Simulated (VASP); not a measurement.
```
CELL_PARAMETERS angstrom
      2.99000     0.00000     0.00000
      0.00000     2.99000     0.00000
      0.00000     0.00000     2.99000
ATOMIC_POSITIONS crystal
  Al 0.50000 0.50000 0.50000
  Ru 0.00000 0.00000 0.00000
```

The numbers are results of r2SCAN+rVV10, VASP's PBE PAW potentials (set 64) (plane waves; VASP), not measurements. Settings: 520 eV cut-off, 11×11×11 Γ-centred mesh, first-order Methfessel-Paxton smearing of 0.10 eV, potentials Al Ru_pv.

Q: The ions, cell shape and volume are relaxed. Give the cell that the relaxation ends in.

A: 
```
CELL_PARAMETERS angstrom
      2.97816     0.00000     0.00000
      0.00000     2.97816     0.00000
      0.00000     0.00000     2.97816
ATOMIC_POSITIONS crystal
  Al 0.50000 0.50000 0.50000
  Ru 0.00000 0.00000 0.00000
```
Space group Pm-3m (221), at a tolerance of 0.03 Å.

Q: How do energy and volume change from the first to the last step?

A: The energy (σ→0) changes by -1.3 meV/atom and the volume by -1.2 %, in 3 ionic steps.

The compound is RuAl in the CsCl type structure. This run relaxes it. Symmetry was kept, so distortions that lower it aren't found. The electron count is odd and the run is not spin-polarised, which forces a metal.
